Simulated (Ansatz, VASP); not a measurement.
**Cross-check of LaB2Rh3 between VASP and Ansatz**

One calculation is typed for both programs; each brings its own data sets. How far apart do they land? The cell is taken from a series of runs on this material, whose earlier steps may have relaxed, scaled, displaced or heated it; both programs get it as it stands.

Calculated with Ansatz 0.2.0; plane waves, with VASP 6.6.1 beside it; relaxation of cell and atoms at LDA.

### Step 1. Starting point

The structure is hexagonal, space group P6/mmm (No. 191). The conventional cell has a = 5.398 Å, b = 5.398 Å, c = 3.113 Å, α = 90.00°, β = 90.00°, γ = 120.00°. Nearest to La lie 2 La at 3.11 Å and 12 Rh at 3.12 Å and 6 B at 3.12 Å. Nearest to B lie 6 Rh at 2.20 Å and 5 B at 3.11 to 3.12 Å and 3 La at 3.12 Å. Nearest to Rh lie 4 B at 2.20 Å and 6 Rh at 2.70 to 3.11 Å and 4 La at 3.12 Å. Farther neighbours are not listed.

As a file:

```xyz
6
Lattice="5.3980 0.0000 0.0000 -2.6990 4.6748 0.0000 0.0000 0.0000 3.1131" Properties=species:S:1:pos:R:3 pbc="T T T"
La    0.0000    0.0000    0.0000
B     0.0000    3.1165    0.0000
B     2.6990    1.5583    0.0000
Rh    2.6990    0.0000    1.5566
Rh    1.3495    2.3374    1.5566
Rh   -1.3495    2.3374    1.5566
```

### Step 2. VASP: relaxation of cell and atoms, LDA

The relaxed volume is the usual yardstick between codes: in a stiff, nearly cubic crystal its relative difference is about their pressure difference at one cell divided by the bulk modulus.

Lines of VASP's logs that name or quote its potential files are left out, and so is its time.

File INCAR:

```
SYSTEM = LaB2Rh3
PREC = Accurate
ENCUT = 500
EDIFF = 1E-07
NELM = 200
ISMEAR = 0
SIGMA = 0.1
LREAL = .FALSE.
ALGO = Normal
GGA = CA
NBANDS = 38
LASPH = .TRUE.
LORBIT = 11
LWAVE = .FALSE.
LCHARG = .FALSE.
ISIF = 3
IBRION = 2
NSW = 80
EDIFFG = -0.005
GGA_COMPAT = .FALSE.
NELMIN = 4
LMAXMIX = 6
KPAR = 2
```

File POSCAR:

```
LaB2Rh3
1.0
    5.3980160000      0.0000000000      0.0000000000
   -2.6990080000      4.6748190000      0.0000000000
    0.0000000000      0.0000000000      3.1131320000
La B Rh
1 2 3
Direct
    0.0000000000      0.0000000000      0.0000000000
    0.3333333333      0.6666666667      0.0000000000
    0.6666666667      0.3333333333      0.0000000000
    0.5000000000      0.0000000000      0.5000000000
    0.5000000535      0.5000001070      0.5000000000
    0.0000000535      0.5000001070      0.5000000000
```

File KPOINTS:

```
Automatic mesh
0
Gamma
9 9 14
0 0 0
```

PAW data sets: La, B and Rh_pv (LDA family, release 64).

Command:

```sh
$ mpirun -np 2 vasp_std
```

Numbers of over 12 decimals in the logs are rounded to 6 here.

What it wrote:

```text
[banner, memory and clock lines left out]
running    2 mpi-ranks, on    1 nodes
 distrk:  each k-point on    1 cores,    2 groups
 distr:  one band on    1 cores,    1 groups

 POSCAR found type information on POSCAR LaB Rh
 POSCAR found :  3 types and       6 ions
 LDA part: xc-table for (Slater(with rela. corr.)+CA(PZ))
 , standard interpolation
 POSCAR, INCAR and KPOINTS ok, starting setup
 FFT: planning ... GRIDC
 FFT: planning ... GRID_SOFT
 FFT: planning ... GRID
 WAVECAR not read
 entering main loop
       N       E                     dE             d eps       ncg     rms          rms(c)
DAV:   1     0.646000436753E+03    0.64600E+03   -0.32321E+04  9798   0.244E+03
DAV:   2     0.345459841915E+02   -0.61145E+03   -0.58123E+03  7478   0.538E+02
DAV:   3    -0.472440086236E+02   -0.81790E+02   -0.75030E+02 10160   0.160E+02
DAV:   4    -0.551234863203E+02   -0.78795E+01   -0.73486E+01 13298   0.500E+01
DAV:   5    -0.554798872805E+02   -0.35640E+00   -0.34786E+00 11136   0.808E+00    0.282E+01
DAV:   6    -0.538496867379E+02    0.16302E+01   -0.83270E+01 10960   0.592E+01    0.131E+01
DAV:   7    -0.508492263811E+02    0.30005E+01   -0.19491E+01 11218   0.331E+01    0.558E+00
DAV:   8    -0.508256790132E+02    0.23547E-01   -0.24983E+00 12040   0.867E+00    0.308E+00
DAV:   9    -0.507571012076E+02    0.68578E-01   -0.32853E-01 11430   0.417E+00    0.813E-01
DAV:  10    -0.507553484449E+02    0.17528E-02   -0.17502E-02 11334   0.720E-01    0.159E-01
DAV:  11    -0.507552106964E+02    0.13775E-03   -0.14951E-03 11544   0.256E-01    0.579E-02
DAV:  12    -0.507552296844E+02   -0.18988E-04   -0.27395E-04 12706   0.147E-01    0.196E-02
DAV:  13    -0.507552143576E+02    0.15327E-04   -0.71847E-05 11128   0.605E-02    0.670E-03
DAV:  14    -0.507552142494E+02    0.10821E-06   -0.48455E-06  9774   0.109E-02    0.237E-03
DAV:  15    -0.507552141950E+02    0.54388E-07   -0.56270E-07  9390   0.492E-03
   1 F= -.50755214E+02 E0= -.50748719E+02  d E =-.507552E+02
[...]
2 F= -.50759748E+02 E0= -.50753455E+02  d E =-.453387E-02
[...]
3 F= -.50759843E+02 E0= -.50753566E+02  d E =-.462917E-02
[...]
4 F= -.50761739E+02 E0= -.50755525E+02  d E =-.189575E-02
 trial-energy change:   -0.001896  1 .order   -0.001896   -0.004420    0.000627
 step:   0.5963(harm=  0.5963)  dis= 0.00000  next Energy=   -50.761779 (dE=-0.194E-02)
 bond charge predicted
       N       E                     dE             d eps       ncg     rms          rms(c)
DAV:   1    -0.507629021511E+02   -0.11630E-02   -0.23049E-02  8660   0.130E+00    0.246E-01
DAV:   2    -0.507624043333E+02    0.49782E-03   -0.10375E-02 11102   0.833E-01    0.170E-01
DAV:   3    -0.507618238498E+02    0.58048E-03   -0.23815E-03 11020   0.372E-01    0.443E-02
DAV:   4    -0.507617814756E+02    0.42374E-04   -0.14789E-04 10684   0.721E-02    0.145E-02
DAV:   5    -0.507617789451E+02    0.25304E-05   -0.20888E-05 11950   0.279E-02    0.633E-03
DAV:   6    -0.507617790898E+02   -0.14467E-06   -0.17476E-06 10682   0.109E-02    0.169E-03
DAV:   7    -0.507617791272E+02   -0.37399E-07   -0.14308E-07  6012   0.289E-03
   5 F= -.50761779E+02 E0= -.50755563E+02  d E =-.193577E-02
 curvature:  -0.54 expect dE=-0.764E-05 dE for cont linesearch -0.142E-07
 trial: gam= 0.03189 g(F)=  0.681E-41 g(S)=  0.141E-04 ort = 0.176E-04 (trialstep = 0.664E+00)
 search vector abs. value=  0.272E-04
 reached required accuracy - stopping structural energy minimisation
```

Parts of OUTCAR (step 2):

```text
ion  position               nearest neighbor table
   1  0.000  0.000  0.000-   5 3.12   5 3.12   6 3.12   6 3.12   4 3.12   4 3.12   4 3.12   4 3.12
                             6 3.12   6 3.12   5 3.12   5 3.12
   2  0.333  0.667  0.000-   6 2.20   6 2.20   5 2.20   5 2.20   4 2.20   4 2.20
   3  0.667  0.333  0.000-   4 2.20   4 2.20   6 2.20   6 2.20   5 2.20   5 2.20
   4  0.500  0.000  0.500-   2 2.20   3 2.20   2 2.20   3 2.20   6 2.70   5 2.70   5 2.70   6 2.70
                             1 3.12   1 3.12   1 3.12   1 3.12
   5  0.500  0.500  0.500-   2 2.20   2 2.20   3 2.20   3 2.20   4 2.70   6 2.70   6 2.70   4 2.70
                             1 3.12   1 3.12   1 3.12   1 3.12
   6  0.000  0.500  0.500-   2 2.20   2 2.20   3 2.20   3 2.20   4 2.70   5 2.70   5 2.70   4 2.70
                             1 3.12   1 3.12   1 3.12   1 3.12

  LATTYP: Found a hexagonal cell.
 ALAT       =     5.3980160000
 C/A-ratio  =     0.5767178163

 Subroutine GETGRP returns: Found 24 space group operations
 (whereof 24 operations were pure point group operations)

The static configuration has the point symmetry D_6h.

 Found     96 irreducible k-points:

   k-points           NKPTS =     96   k-points in BZ     NKDIM =     96   number of bands    NBANDS=     38

   dimension x,y,z NGX =    40 NGY =   40 NGZ =   24
   dimension x,y,z NGXF=    80 NGYF=   80 NGZF=   48

   ENCUT  =  500.0 eV  36.75 Ry    6.06 a.u.   9.84  9.84  5.68*2*pi/ulx,y,z

   NELECT =      62.0000    total number of electrons

 k-points in reciprocal lattice and weights: Automatic mesh
   0.00000000  0.00000000  0.00000000       0.001
   0.11111111 -0.00000000  0.00000000       0.005
   0.22222222  0.00000000  0.00000000       0.005
   0.33333333  0.00000000  0.00000000       0.005
   0.44444444  0.00000000  0.00000000       0.005
   0.11111111  0.11111111  0.00000000       0.005
   0.22222222  0.11111111  0.00000000       0.011
   0.33333333  0.11111111  0.00000000       0.011
   0.44444444  0.11111111  0.00000000       0.005
[...]
0.33333333  0.22222222  0.50000000       0.011
   0.33333333  0.33333333  0.50000000       0.002

 average (electrostatic) potential at core
       1 -91.7823       2 -26.8198       3 -26.8198       4 -71.3701       5 -71.3701
       6 -71.3701

 E-fermi :  11.3872

 k-point     1 :       0.0000    0.0000    0.0000
  band No.  band energies     occupation
    ...
     27      10.1090      2.00000
     28      10.1090      2.00000
     29      10.3918      2.00000
     30      11.3280      1.59778
     31      11.3280      1.59778
     32      11.8460      0.00000
     33      11.9535      0.00000
     34      12.5882      0.00000
     35      13.4275      0.00000
     36      13.4275      0.00000
    ...

 k-point     2 :       0.1111   -0.0000    0.0000
  band No.  band energies     occupation
    ...
     27       9.8504      2.00000
     28      10.0862      2.00000
     29      10.3500      2.00000
     30      10.8471      2.00000
     31      11.1332      1.99967
     32      11.8856      0.00000
     33      12.2104      0.00000
     34      12.9462      0.00000
     35      13.4193      0.00000
     36      13.4219      0.00000
    ...

 k-point     3 :       0.2222    0.0000    0.0000
  band No.  band energies     occupation
    ...
     27       9.5885      2.00000
     28       9.9820      2.00000
     29      10.1201      2.00000
     30      10.2737      2.00000
     31      10.6518      2.00000
     32      11.6922      0.00002
     33      12.6219      0.00000
     34      13.3297      0.00000
     35      13.3541      0.00000
     36      13.5226      0.00000
    ...

  Total        0.0294967      0.0294967      0.0028664      0.0000000      0.0000000      0.0000000
  in kB        0.6013418      0.6013418      0.0584363      0.0000000      0.0000000      0.0000000
  external PRESSURE =       0.4203733 kB  Pullay stress =       0.0000000 kB

  energy-cutoff  :      500.00
  volume of cell :       78.59
      direct lattice vectors                 reciprocal lattice vectors
     5.429980954  0.000000000 -0.000000000     0.184162709  0.106326389  0.000000000
    -2.714990477  4.702501462  0.000000000     0.000000000  0.212652778  0.000000000
    -0.000000000 -0.000000000  3.077766873     0.000000000 -0.000000000  0.324910898

 POSITION                                       TOTAL-FORCE (eV/Angst)
 -----------------------------------------------------------------------------------
      0.00000     -0.00000      0.00000         0.000000     -0.000000      0.000000
     -0.00000      3.13500      0.00000         0.000000     -0.000000      0.000000
      2.71499      1.56750      0.00000         0.000000     -0.000000      0.000000
      2.71499     -0.00000      1.53888         0.000000     -0.000000     -0.000000
      1.35750      2.35125      1.53888        -0.000000      0.000000      0.000000
     -1.35750      2.35125      1.53888         0.000000      0.000000      0.000000
 -----------------------------------------------------------------------------------
    total drift:                               -0.000000     -0.001254     -0.000000

  FREE ENERGIE OF THE ION-ELECTRON SYSTEM (eV)
  ---------------------------------------------------
  free  energy   TOTEN  =       -50.7617791272 eV

  energy  without entropy=      -50.7493470883  energy(sigma->0) =      -50.75556311

 reached required accuracy - stopping structural energy minimisation

 total charge
# of ion       s       p       d       f       tot
--------------------------------------------------
    1        2.059   5.620   0.862   0.245   8.786
    2        0.702   1.058   0.000   0.000   1.760
    3        0.702   1.058   0.000   0.000   1.760
    4        0.428   6.355   7.254   0.000  14.037
    5        0.428   6.355   7.254   0.000  14.037
    6        0.428   6.355   7.254   0.000  14.037
--------------------------------------------------
tot          4.746  26.801  22.625   0.245  54.417

[... 3 further parts left out ...]
```

CONTCAR:

```
LaB2Rh3
   1.00000000000000
     5.4299809538642245    0.0000000000000000   -0.0000000000000000
    -2.7149904769321123    4.7025014623248351    0.0000000000000000
    -0.0000000000000000   -0.0000000000000000    3.0777668730451162
  La              B               Rh
     1     2     3
Direct
     0.0000000000000000    0.0000000000000000    0.0000000000000000
     0.3333333332999970    0.6666666667000030    0.0000000000000000
     0.6666666667000030    0.3333333332999970    0.0000000000000000
     0.5000000000000000    0.0000000000000000    0.5000000000000000
     0.5000000535000027    0.5000001069999982    0.5000000000000000
     0.0000000535000027    0.5000001069999982    0.5000000000000000
```

[end of part 1 of 2]

[Lines on the potential files, build, host, timing and source positions are cut from VASP's logs without a mark.]

[Logs are printed without paths, hosts, clocks, repeated set-up lines and the standing remarks that a program may print on its own settings, such as how far it seeks lower states.]

[Hosts, paths, dates, database ids (printed as entryN), source tags and the programs' standing remarks are cut or masked in the printed files.]
